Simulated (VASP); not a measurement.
**CuI2: single point with LDA+U**

The system is CuI2.

```
Cu I
1.0
     0.00000    3.51126    3.51126
     3.51126    0.00000    3.51126
     3.51126    3.51126    0.00000
Cu I
1 2
Direct
  0.00000 0.00000 0.00000
  0.25000 0.25000 0.25000
  0.75000 0.75000 0.75000
```

The cell comes from a database or a generator and needn't be the stable form of this composition.

```json
{"Program": "VASP 6.6.1", "Task": "single point", "Functional": "LDA", "Potentials or basis": "VASP PAW LDA potentials, release 64 (Cu, I)", "Cutoff": "520 eV", "k mesh": "5 × 5 × 5", "Occupations": "gaussian, width 0.05 eV", "Spin": "collinear spin, ferromagnetic start", "Starting moments": "[0.6, 0.0, 0.0] μB", "Fixed moment": "0 μB", "Hubbard terms": "Cu d U = 3 eV", "Further INCAR settings": "ALGO = Normal; EDIFF = 1e-06"}
```

- Pressure: -1.9 GPa
- Net moment: 0.00 μB per cell
- Valence electrons inside the program's atomic spheres: Cu 9.81; I 4.24

Eigenvalues of the final occupation matrices:
```tsv
site	spin	trace	eigenvalues
site 1 d	1	4.72	0.94 0.94 0.95 0.95 0.95
site 1 d	2	4.72	0.94 0.94 0.95 0.95 0.95
```

Wall time 39 s on 1 thread of Intel(R) Xeon(R) 6975P-C (Granite Rapids), with other jobs on the host, peak memory 0.2 GiB.

Caveat: the total moment is fixed, so each spin has its own Fermi level. The state reached can hang on the start; a lower one may exist.
